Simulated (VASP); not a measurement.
# Which face does Hf expose?, part 2 of 5

Aim: compare the low-index faces of Hf at one level of theory.

VASP 6.6.1; PBEsol; plane waves and PAW (Hf).

So far. Step 3 (The bulk reference, job self-consistent run, k-mesh …): The run ends at a pressure of -0.12 GPa.

## 4. Relaxing the slab, 8 atoms, face Hf(0001)

System of this step: Hf(0001). The cell holds 8 atoms: 8 Hf. Its edges and angles: a = 3.153 Å, b = 3.153 Å, c = 32.427 Å, α = 90.0°, β = 90.0°, γ = 60.0°. It derives from Hf. 8 layers of hcp Hf, cut at this functional's lattice. Vacuum lies along c.

All atoms relax at the fixed cell.

The input, INCAR:

```
SYSTEM = Hf
PREC = Normal
ENCUT = 320
EDIFF = 1E-05
NELM = 120
ISMEAR = 1
SIGMA = 0.15
LREAL = .FALSE.
ALGO = Fast
GGA = PS
NBANDS = 24
LASPH = .TRUE.
LORBIT = 11
LWAVE = .FALSE.
LCHARG = .FALSE.
KPAR = 4
IBRION = 2
NSW = 40
ISIF = 2
EDIFFG = -0.03
POTIM = 0.4
MAXMIX = 40
```

The input, POSCAR:

```
Hf
1.0
    3.1534839410      0.0000000000      0.0000000000
    1.5767419705      2.7309972033      0.0000000000
    0.0000000000      0.0000000000     32.4266230807
Hf
8
Direct
    0.6666666700      0.6666666700      0.2312914300
    0.0000000000      0.0000000000      0.3080653100
    0.6666666700      0.6666666700      0.3848391800
    0.0000000000      0.0000000000      0.4616130600
    0.6666666700      0.6666666700      0.5383869400
    0.0000000000      0.0000000000      0.6151608200
    0.6666666700      0.6666666700      0.6919346900
    0.0000000000      0.0000000000      0.7687085700
```

The input, KPOINTS:

```
Automatic mesh
0
Gamma
12 12 1
0 0 0
```

The projector-augmented-wave data sets are Hf (PBE family, release 64).

On the command line:

```
$ mpirun -np 4 vasp_std
```

The program printed:

```text
[banner, memory and clock lines left out]
running    4 mpi-ranks, on    1 nodes
 distrk:  each k-point on    1 cores,    4 groups
 distr:  one band on    1 cores,    1 groups

 POSCAR found type information on POSCAR Hf
 POSCAR found :  1 types and       8 ions
 [... a notice as in an earlier step ...]

 LDA part: xc-table for (Slater+PW92), standard interpolation
 POSCAR, INCAR and KPOINTS ok, starting setup
 FFT: planning ... GRIDC
 FFT: planning ... GRID_SOFT
 FFT: planning ... GRID
 WAVECAR not read
 entering main loop
       N       E                     dE             d eps       ncg     rms          rms(c)
DAV:   1     0.364803801079E+02    0.36480E+02   -0.81636E+03   912   0.688E+02
DAV:   2    -0.751887027907E+02   -0.11167E+03   -0.10035E+03  1280   0.134E+02
DAV:   3    -0.868172277995E+02   -0.11629E+02   -0.11077E+02  1304   0.410E+01
DAV:   4    -0.876658589347E+02   -0.84863E+00   -0.81384E+00  1632   0.942E+00
DAV:   5    -0.877042182718E+02   -0.38359E-01   -0.37915E-01  1544   0.194E+00    0.278E+01
RMM:   6    -0.119365341323E+03   -0.31661E+02   -0.88738E+01  1381   0.252E+01    0.184E+01
RMM:   7    -0.110419598271E+03    0.89457E+01   -0.62142E+01  1066   0.194E+01    0.187E+01
RMM:   8    -0.873978031055E+02    0.23022E+02   -0.11778E+01  1034   0.985E+00    0.858E+00
RMM:   9    -0.852613353147E+02    0.21365E+01   -0.53231E+00  1302   0.514E+00    0.693E+00
RMM:  10    -0.844153906246E+02    0.84594E+00   -0.81702E+00  1187   0.570E+00    0.684E+00
RMM:  11    -0.842743680857E+02    0.14102E+00   -0.74380E+00  1226   0.586E+00    0.478E+00
RMM:  12    -0.830711151488E+02    0.12033E+01   -0.92323E-01  1138   0.252E+00    0.370E+00
RMM:  13    -0.827703531801E+02    0.30076E+00   -0.29587E-01  1272   0.114E+00    0.321E+00
RMM:  14    -0.823803396237E+02    0.39001E+00   -0.29376E-01  1184   0.909E-01    0.218E+00
RMM:  15    -0.821440364259E+02    0.23630E+00   -0.30590E-01  1240   0.103E+00    0.990E-01
RMM:  16    -0.821215556552E+02    0.22481E-01   -0.17908E-01  1313   0.788E-01    0.592E-01
RMM:  17    -0.821155473381E+02    0.60083E-02   -0.27188E-02  1304   0.379E-01    0.377E-01
RMM:  18    -0.821121290844E+02    0.34183E-02   -0.21719E-02  1052   0.348E-01    0.152E-01
RMM:  19    -0.821141267363E+02   -0.19977E-02   -0.12222E-02  1307   0.221E-01    0.188E-01
RMM:  20    -0.821123223815E+02    0.18044E-02   -0.34705E-03  1100   0.128E-01    0.648E-02
RMM:  21    -0.821123936584E+02   -0.71277E-04   -0.15124E-03  1280   0.774E-02    0.476E-02
RMM:  22    -0.821124523339E+02   -0.58676E-04   -0.12526E-03  1111   0.586E-02    0.308E-02
RMM:  23    -0.821127641619E+02   -0.31183E-03   -0.15426E-03  1211   0.436E-02    0.458E-02
RMM:  24    -0.821131043039E+02   -0.34014E-03   -0.27932E-03   800   0.219E-02    0.290E-02
RMM:  25    -0.821134815081E+02   -0.37720E-03   -0.31017E-03   682   0.147E-02    0.254E-02
RMM:  26    -0.821136761996E+02   -0.19469E-03   -0.15113E-03   619   0.103E-02    0.285E-02
RMM:  27    -0.821137580323E+02   -0.81833E-04   -0.92516E-04   677   0.149E-02    0.244E-02
RMM:  28    -0.821139043401E+02   -0.14631E-03   -0.52150E-04   952   0.236E-02    0.409E-02
RMM:  29    -0.821139161502E+02   -0.11810E-04   -0.35107E-04   616   0.138E-02    0.382E-02
RMM:  30    -0.821138325510E+02    0.83599E-04   -0.21893E-04   995   0.245E-02    0.178E-02
RMM:  31    -0.821138296038E+02    0.29472E-05   -0.11979E-04   809   0.158E-02    0.115E-02
RMM:  32    -0.821138377494E+02   -0.81456E-05   -0.39240E-05   636   0.139E-02
   1 F= -.82113838E+02 E0= -.82112355E+02  d E =-.821138E+02
 curvature:   0.00 expect dE= 0.000E+00 dE for cont linesearch  0.000E+00
 trial: gam= 0.00000 g(F)=  0.937E-01 g(S)=  0.000E+00 ort = 0.000E+00 (trialstep = 0.100E+01)
 search vector abs. value=  0.937E-01
 bond charge predicted
       N       E                     dE             d eps       ncg     rms          rms(c)
DAV:   1    -0.821972858757E+02   -0.83456E-01   -0.41520E+00  1040   0.894E+00    0.799E-01
RMM:   2    -0.824611420637E+02   -0.26386E+00   -0.33588E-01  1063   0.148E+00    0.198E+00
RMM:   3    -0.821969971646E+02    0.26414E+00   -0.11497E-01   940   0.976E-01    0.454E-01
RMM:   4    -0.822158276764E+02   -0.18831E-01   -0.89962E-02  1163   0.675E-01    0.545E-01
RMM:   5    -0.822005302397E+02    0.15297E-01   -0.15907E-02   967   0.403E-01    0.274E-01
RMM:   6    -0.821947683827E+02    0.57619E-02   -0.77187E-03   977   0.261E-01    0.979E-02
RMM:   7    -0.821951282089E+02   -0.35983E-03   -0.61085E-03  1077   0.184E-01    0.796E-02
RMM:   8    -0.821948187158E+02    0.30949E-03   -0.87058E-04   988   0.100E-01    0.540E-02
RMM:   9    -0.821947414118E+02    0.77304E-04   -0.52354E-04  1147   0.569E-02    0.308E-02
RMM:  10    -0.821947336443E+02    0.77675E-05   -0.46411E-04  1179   0.530E-02    0.124E-02
RMM:  11    -0.821947332127E+02    0.43159E-06   -0.86767E-05   890   0.259E-02
   2 F= -.82194733E+02 E0= -.82193402E+02  d E =-.808955E-01
[...]
3 F= -.82256399E+02 E0= -.82254569E+02  d E =-.142561E+00
[...]
4 F= -.82256408E+02 E0= -.82254604E+02  d E =-.142570E+00
[...]
5 F= -.82257930E+02 E0= -.82256271E+02  d E =-.152268E-02
 trial-energy change:   -0.001523  1 .order   -0.001527   -0.001804   -0.001251
 step:   4.3662(harm=  4.3662)  dis= 0.01715  next Energy=   -82.259347 (dE=-0.294E-02)
 bond charge predicted
       N       E                     dE             d eps       ncg     rms          rms(c)
DAV:   1    -0.822603291622E+02   -0.24000E-02   -0.51889E-01   912   0.326E+00    0.311E-01
RMM:   2    -0.822592155411E+02    0.11136E-02   -0.58221E-03   928   0.332E-01    0.302E-02
RMM:   3    -0.822594667616E+02   -0.25122E-03   -0.18502E-03  1140   0.138E-01    0.319E-02
RMM:   4    -0.822594761596E+02   -0.93980E-05   -0.38737E-04  1199   0.592E-02    0.205E-02
RMM:   5    -0.822594752862E+02    0.87339E-06   -0.11353E-04   948   0.258E-02    0.153E-02
RMM:   6    -0.822594752436E+02    0.42588E-07   -0.19035E-05   627   0.155E-02
   6 F= -.82259475E+02 E0= -.82258150E+02  d E =-.306754E-02
 curvature:  -2.18 expect dE=-0.141E-03 dE for cont linesearch -0.390E-05
 trial: gam= 0.01128 g(F)=  0.644E-04 g(S)=  0.000E+00 ort = 0.490E-04 (trialstep = 0.195E+01)
 search vector abs. value=  0.657E-04
 reached required accuracy - stopping structural energy minimisation
```

Wall time 2.3 min (4 MPI ranks of AMD EPYC 7R43, shared host); peak memory 0.7 GiB.

From OUTCAR (step 4):

```text
  LATTYP: Found a hexagonal cell.
 ALAT       =     3.1534839410
 C/A-ratio  =    10.2827931544

 Subroutine GETGRP returns: Found 12 space group operations
 (whereof  6 operations were pure point group operations)

The static configuration has the point symmetry C_3v.
 The point group associated with its full space group is D_3d.

 Found     19 irreducible k-points:

   k-points           NKPTS =     19   k-points in BZ     NKDIM =     19   number of bands    NBANDS=     24

   dimension x,y,z NGX =    14 NGY =   14 NGZ =  144
   dimension x,y,z NGXF=    28 NGYF=   28 NGZF=  288

   ENCUT  =  320.0 eV  23.52 Ry    4.85 a.u.   4.60  4.60 47.30*2*pi/ulx,y,z

   NELECT =      32.0000    total number of electrons

 E-fermi :   1.6693

 k-point     1 :       0.0000    0.0000    0.0000
  band No.  band energies     occupation
    ...
      6      -2.7436      2.00000
      7      -2.3484      2.00000
      8      -2.1923      2.00000
      9       1.4007      2.02958
     10       1.4151      2.03752
     11       1.8153     -0.04421
     12       2.0073     -0.00649
     13       2.2914     -0.00000
     14       2.2976     -0.00000
     15       2.6456     -0.00000
    ...

 k-point     2 :       0.0833    0.0000    0.0000
  band No.  band energies     occupation
    ...
      7      -2.1310      2.00000
      8      -1.9752      2.00000
      9       1.2557      2.00068
     10       1.3195      2.00475
     11       1.5834      1.81489
     12       1.8474     -0.07046
     13       2.0436     -0.00237
     14       2.0600     -0.00143
     15       2.3491     -0.00000
     16       2.4396     -0.00000
    ...

  Total       -1.7181267     -1.7181267     -0.5365748     -0.0000000     -0.0000000     -0.0000000
  in kB       -9.8571681     -9.8571681     -3.0784154     -0.0000000     -0.0000000     -0.0000000
  external PRESSURE =      -7.5975839 kB  Pullay stress =       0.0000000 kB

  energy-cutoff  :      320.00
  volume of cell :      279.26
      direct lattice vectors                 reciprocal lattice vectors
     3.153483941  0.000000000  0.000000000     0.317109590 -0.183083307  0.000000000
     1.576741971  2.730997203  0.000000000     0.000000000  0.366166614  0.000000000
     0.000000000  0.000000000 32.426623081     0.000000000  0.000000000  0.030838857

 POSITION                                       TOTAL-FORCE (eV/Angst)
 -----------------------------------------------------------------------------------
      3.15348      1.82066      7.58376         0.000000      0.000000      0.017310
      0.00000      0.00000      9.90582        -0.000000      0.000000      0.018237
      3.15348      1.82066     12.48468        -0.000000     -0.000000     -0.007221
      0.00000      0.00000     14.95250        -0.000000      0.000000      0.012255
      3.15348      1.82066     17.47412         0.000000     -0.000000     -0.012255
      0.00000      0.00000     19.94194         0.000000      0.000000      0.007221
      3.15348      1.82066     22.52080         0.000000     -0.000000     -0.018237
      0.00000      0.00000     24.84286         0.000000      0.000000     -0.017310
 -----------------------------------------------------------------------------------
    total drift:                                0.000000      0.000000     -0.000033

  FREE ENERGIE OF THE ION-ELECTRON SYSTEM (eV)
  ---------------------------------------------------
  free  energy   TOTEN  =       -82.2594752436 eV

  energy  without entropy=      -82.2555001657  energy(sigma->0) =      -82.25815022

 total charge
# of ion       s       p       d       tot
------------------------------------------
    1        0.644   0.376   2.036   3.056
    2        0.620   0.510   2.117   3.247
    3        0.610   0.491   2.056   3.157
    4        0.611   0.497   2.071   3.179
    5        0.611   0.497   2.071   3.179
    6        0.610   0.491   2.056   3.157
    7        0.620   0.510   2.117   3.247
    8        0.644   0.376   2.036   3.056
--------------------------------------------------
tot          4.970   3.748  16.560  25.278

[... 1 part as in an earlier step ...]

[... 7 further parts left out ...]
```

The run keeps the 12 symmetry operations of its start, so it cannot find a distortion of lower symmetry.

Step by step:

| step | energy less that of the first step (eV) | largest force (eV/Å) |
| --- | --- | --- |
| 1 | 0.0000 | 0.8398 |
| 2 | -0.0809 | 0.5807 |
| 3 | -0.1426 | 0.1039 |
| 4 | -0.1426 | 0.1018 |
| 5 | -0.1441 | 0.0673 |
| 6 | -0.1456 | 0.0182 |

The atoms that moved most (Å):

| atom | dx | dy | dz | length |
| --- | --- | --- | --- | --- |
| Hf8 | 0.000 | 0.000 | -0.084 | 0.084 |
| Hf1 | 0.000 | 0.000 | 0.084 | 0.084 |
| Hf7 | 0.000 | 0.000 | 0.084 | 0.084 |
| Hf2 | 0.000 | 0.000 | -0.084 | 0.084 |
| Hf5 | 0.000 | 0.000 | 0.016 | 0.016 |
| Hf4 | 0.000 | 0.000 | -0.016 | 0.016 |
| Hf6 | 0.000 | 0.000 | -0.006 | 0.006 |
| Hf3 | 0.000 | 0.000 | 0.006 | 0.006 |

Final coordinates:

```xyz
8
Lattice="3.1535 0.0000 0.0000 1.5767 2.7310 0.0000 0.0000 0.0000 32.4266" Properties=species:S:1:pos:R:3
Hf    3.1535    1.8207    7.5838
Hf    0.0000    0.0000    9.9058
Hf    3.1535    1.8207   12.4847
Hf    0.0000    0.0000   14.9525
Hf    3.1535    1.8207   17.4741
Hf    0.0000    0.0000   19.9419
Hf    3.1535    1.8207   22.5208
Hf    0.0000    0.0000   24.8429
```

Numbers from this step:

| Quantity | Value |
| --- | --- |
| electronic cycles | 70 |
| electrons | 32 |
| free energy (TOTEN) | -82.2595 eV |
| energy at zero smearing | -82.2582 eV |
| Fermi energy | 1.669 eV |

The run ended after 6 ionic steps, 0.146 eV below its first step, once the forces on the free atoms met EDIFFG = -0.03.

[end of part 2 of 5]

[Lines on the potential files, build, host, timing and source positions are cut from VASP's logs without a mark.]

[Logs are printed without paths, hosts, clocks, repeated set-up lines and the standing remarks that a program may print on its own settings, such as how far it seeks lower states.]

[Hosts, paths, dates, database ids (printed as entryN), source tags and the programs' standing remarks are cut or masked in the printed files.]

[Runs that stopped without an error message from VASP are left out.]
